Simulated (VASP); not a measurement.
Energy against volume of AlN (wurtzite). Level of theory: SCAN meta-GGA, VASP's PBE PAW potentials (set 64) (plane waves; VASP). Numerical set-up: 520 eV cut-off, 8×8×5 Γ-centred mesh, Gaussian smearing of 0.050 eV, potentials Al N.

Shape and ions are relaxed at each volume.

```json
[
 {"V (Å³/atom)": "9.719", "E (eV/atom)": "-10.19621"},
 {"V (Å³/atom)": "10.029", "E (eV/atom)": "-10.21771"},
 {"V (Å³/atom)": "10.339", "E (eV/atom)": "-10.22457"},
 {"V (Å³/atom)": "10.650", "E (eV/atom)": "-10.21902"}
]
```

### Question
Fit these four points and predict the energy of the run at 10.960 Å³/atom.

### Answer
A cubic in V^(−2/3), the third-order Birch-Murnaghan form, passes through the four points with V0 = 10.35 Å³/atom and B0 = 212 GPa, and gives -10.2030 eV/atom there. The run gave -10.2027 eV/atom, +0.3 meV/atom from the fit; all five points give B0 = 214 GPa.

The compound is AlN in the wurtzite structure. It was relaxed first.
